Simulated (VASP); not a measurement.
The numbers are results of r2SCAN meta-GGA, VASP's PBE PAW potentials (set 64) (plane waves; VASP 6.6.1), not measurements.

The input files of a VASP run:

File KPOINTS:
```
K-points
0
gamma
9 6 1
```

**INCAR**
```
SYSTEM = AuZn(110) slab
PREC = Normal
ENCUT = 400
EDIFF = 1E-6
NELM = 100
ALGO = Normal
LREAL = .FALSE.
LASPH = .TRUE.
ISMEAR = 1
SIGMA = 0.1
METAGGA = R2SCAN
LMIXTAU = .TRUE.
LMAXMIX = 6
LWAVE = .FALSE.
LCHARG = .FALSE.
NELMIN = 4
LDIPOL = .TRUE.
IDIPOL = 3
DIPOL = 0.5 0.5 0.5
LVHAR = .TRUE.
LORBIT = 11
```

**POSCAR**
```
AuZn(110) slab
1
    3.1500000000     0.0000000000     0.0000000000
    0.0000000000     4.4547730000     0.0000000000
    0.0000000000     0.0000000000    26.1369320000
Zn Au
5 5
Direct
  0.5000000000   0.0000000000   0.3283208421
  0.5000000000   0.5000000000   0.4141368215
  0.5000000000   0.0000000000   0.5000000000
  0.5000000000   0.5000000000   0.5858631785
  0.5000000000   0.0000000000   0.6716791579
  0.0000000000   0.5000000000   0.3301785814
  0.0000000000   0.0000000000   0.4163704613
  0.0000000000   0.5000000000   0.5000000000
  0.0000000000   0.0000000000   0.5836295387
  0.0000000000   0.5000000000   0.6698214186
```

POTCAR, in this order: Zn Au (PBE.64 set). Program: vasp_std. Read from the step before: WAVECAR.

What VASP printed:

File OSZICAR:
```
       N       E                     dE             d eps       ncg     rms          rms(c)
DAV:   1    -0.298182139711E+03   -0.29818E+03   -0.54092E-05  3285   0.104E-01    0.913E-03
DAV:   2    -0.298182110281E+03    0.29430E-04   -0.35720E-05  3273   0.116E-01    0.773E-03
DAV:   3    -0.298182123062E+03   -0.12780E-04   -0.52312E-06  2264   0.282E-02    0.390E-03
DAV:   4    -0.298182109451E+03    0.13611E-04   -0.40802E-06  2072   0.142E-02    0.237E-03
DAV:   5    -0.298182130729E+03   -0.21278E-04   -0.17876E-06  1968   0.121E-02    0.108E-03
DAV:   6    -0.298182133092E+03   -0.23636E-05   -0.58810E-07  1696   0.665E-03    0.748E-04
DAV:   7    -0.298182117181E+03    0.15911E-04   -0.48442E-07  1696   0.532E-03    0.241E-04
DAV:   8    -0.298182120334E+03   -0.31536E-05   -0.22902E-07  1716   0.285E-03    0.224E-04
DAV:   9    -0.298182137292E+03   -0.16957E-04   -0.24032E-07  1696   0.317E-03    0.202E-04
DAV:  10    -0.298182127674E+03    0.96175E-05   -0.19879E-07  1696   0.229E-03    0.911E-05
DAV:  11    -0.298182134371E+03   -0.66964E-05   -0.11696E-07  1632   0.192E-03    0.627E-05
DAV:  12    -0.298182138194E+03   -0.38234E-05   -0.39216E-08  1595   0.135E-03    0.453E-05
DAV:  13    -0.298182138251E+03   -0.56438E-07   -0.80216E-09  1615   0.488E-04
   1 F= -.29818214E+03 E0= -.29818371E+03  d E =0.470196E-02
```

OUTCAR:
```
------------------------ aborting loop because EDIFF is reached ----------------------------------------
  FORCE on cell =-STRESS in cart. coord.  units (eV):
  Direction    XX          YY          ZZ          XY          YZ          ZX
  --------------------------------------------------------------------------------------
  Total       -4.3026055     -5.9480348     -0.9746860     -0.0000000      0.0000000      0.0000000
  in kB      -18.7953910    -25.9832422     -4.2577934     -0.0000000      0.0000000      0.0000000
  external PRESSURE =     -16.3454755 kB  Pullay stress =       0.0000000 kB
  volume of cell :      366.77
      direct lattice vectors                 reciprocal lattice vectors
     3.150000000  0.000000000  0.000000000     0.317460317  0.000000000  0.000000000
     0.000000000  4.454773000  0.000000000     0.000000000  0.224478329  0.000000000
     0.000000000  0.000000000 26.136932000     0.000000000  0.000000000  0.038260038
 POSITION                                       TOTAL-FORCE (eV/Angst)
 -----------------------------------------------------------------------------------
      1.57500      0.00000      8.58130         0.000000      0.000000     -0.000946
      1.57500      2.22739     10.82427         0.000000      0.000000      0.002576
      1.57500      0.00000     13.06847         0.000000      0.000000     -0.000000
      1.57500      2.22739     15.31267         0.000000      0.000000     -0.002576
      1.57500      0.00000     17.55563         0.000000     -0.000000      0.000946
      0.00000      2.22739      8.62986         0.000000      0.000000      0.017572
      0.00000      0.00000     10.88265         0.000000      0.000000      0.026198
      0.00000      2.22739     13.06847         0.000000      0.000000     -0.000000
      0.00000      0.00000     15.25429         0.000000      0.000000     -0.026198
      0.00000      2.22739     17.50708        -0.000000     -0.000000     -0.017572
 -----------------------------------------------------------------------------------
    total drift:                                0.000000      0.000000      0.000000
  FREE ENERGIE OF THE ION-ELECTRON SYSTEM (eV)
  ---------------------------------------------------
  free  energy   TOTEN  =      -298.1821382506 eV

  energy  without entropy=     -298.1868402124  energy(sigma->0) =     -298.18370557

 total charge

# of ion       s       p       d       tot
------------------------------------------
    1        0.546   0.352   9.765  10.663
    2        0.514   0.432   9.789  10.735
    3        0.513   0.451   9.789  10.752
    4        0.514   0.432   9.789  10.735
    5        0.546   0.352   9.765  10.663
    6        0.635   0.312   8.712   9.660
    7        0.644   0.386   8.718   9.748
    8        0.632   0.395   8.721   9.749
    9        0.644   0.386   8.718   9.748
   10        0.635   0.312   8.712   9.660
--------------------------------------------------
tot          5.825   3.809  92.480 102.114
```
(Selected blocks of OUTCAR.)

The cell is a thin slab with vacuum, built from AuZn (CsCl type): (110) face.
